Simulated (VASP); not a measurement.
The system is Lu.

```xyz
2
Lattice="3.5181 0.0000 0.0000 -1.7590 3.0467 0.0000 0.0000 0.0000 5.4461" Properties=species:S:1:pos:R:3 pbc="T T T"
Lu    0.0000    2.0311    1.3615
Lu    1.7590    1.0156    4.0846
```

```yaml
Program: VASP 6.6.1
Task: relaxation of cell and atoms
Functional: PBEsol
Potentials_or_basis: VASP PAW PBE potentials, release 64 (Lu)
Cutoff: 600 eV
k_mesh: 6 × 6 × 4
Occupations: gaussian, width 0.1 eV
Spin: no spin polarisation
```

At the start: pressure -2.6 GPa; volume 29.19 Å³/atom.

**Question.** How do energy, volume and symmetry change on relaxing?

**Answer.** Over 7 steps the energy falls by 13.0 meV/atom and the volume is 27.63 Å³/atom (-5.3 %); space group P6_3/mmc (No. 194, to 0.05 Å).

Step by step:
```csv
step,energy change (eV),largest force (eV/Å),pressure (GPa),volume (Å³)
1,0.0000,0.0000,-2.62,58.37
2,-0.0237,0.0000,0.86,54.43
3,-0.0259,0.0000,0.03,55.30
4,-0.0259,0.0000,-0.07,55.36
5,-0.0260,0.0000,-0.08,55.36
6,-0.0260,0.0000,-0.07,55.36
7,-0.0260,0.0000,0.02,55.26
```

Final structure:
```xyz
2
Lattice="3.4589 0.0000 0.0000 -1.7295 2.9955 0.0000 0.0000 0.0000 5.3334" Properties=species:S:1:pos:R:3 pbc="T T T"
Lu    0.0000    1.9970    1.3334
Lu    1.7295    0.9985    4.0001
```

Caveat: the PAW data sets were made with another functional, which shifts forces and pressure a little.
